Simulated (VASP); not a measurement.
A VASP calculation is set up with these files.

### POSCAR
```
V
1
   -1.5150000000     1.5150000000     1.5150000000
    1.5150000000    -1.5150000000     1.5150000000
    1.5150000000     1.5150000000    -1.5150000000
V
1
Direct
  0.0000000000   0.0000000000   0.0000000000
```

KPOINTS:
```
K-points
0
Gamma
15 15 15
0 0 0
```

INCAR:
```
! general
SYSTEM  =V
PREC    =Accurate
ENCUT   =520
LREAL   =.False.
LASPH   =.True.   ! aspherical one-centre terms

! electronic loop
EDIFF   =1E-6   ! SCF stop (eV)
NELM    =100
ALGO    =Normal   ! blocked Davidson
LMAXMIX =4

! smearing
ISMEAR  =1
SIGMA   =0.1   ! width (eV)

! functional
GGA     =MK
LUSE_VDW=.True.
AGGAC   =0.0
PARAM1  =0.1234
PARAM2  =1.0

! ions
IBRION  =2
NSW     =60   ! most ionic steps
ISIF    =3   ! ions, shape and volume
EDIFFG  =-0.01   ! ionic stop

! output
LWAVE   =.False.
LCHARG  =.False.
```

POTCAR, in this order: V_sv (PBE.64 set). Program: vasp_std.

Question: Write an equivalent input for Quantum ESPRESSO's pw.x.

Answer: One equivalent input (not run):
```
&CONTROL
  calculation = 'vc-relax'
  pseudo_dir = './pseudo'
  outdir = './out'
  tprnfor = .true.
  tstress = .true.
  nstep = 60
  forc_conv_thr = 0.00039
/
&SYSTEM
  ibrav = 0
  nat = 1
  ntyp = 1
  ecutwfc = 84
  occupations = 'smearing'
  smearing = 'methfessel-paxton'
  degauss = 0.00735
  input_dft = 'vdw-df-ob86'
/
&ELECTRONS
  conv_thr = 7.3e-08
  electron_maxstep = 100
/
&IONS
/
&CELL
/
ATOMIC_SPECIES
  V 50.941 V.upf
CELL_PARAMETERS angstrom
    -1.5150000    1.5150000    1.5150000
     1.5150000   -1.5150000    1.5150000
     1.5150000    1.5150000   -1.5150000
ATOMIC_POSITIONS crystal
  V    0.0000000  0.0000000  0.0000000
K_POINTS automatic
  15 15 15 0 0 0
```
Limits of the translation: the potentials are each code's own (VASP's PAW set, PseudoDojo norm-conserving files in pw.x), so ENCUT and ecutwfc are chosen apart and not converted; conv_thr bounds pw.x's estimated SCF error, while EDIFF bounds the energy change between steps; forc_conv_thr acts on force components and is met together with etot_conv_thr.

The compound is V in the bcc structure. This run relaxes it. Symmetry was kept, so distortions that lower it aren't found.
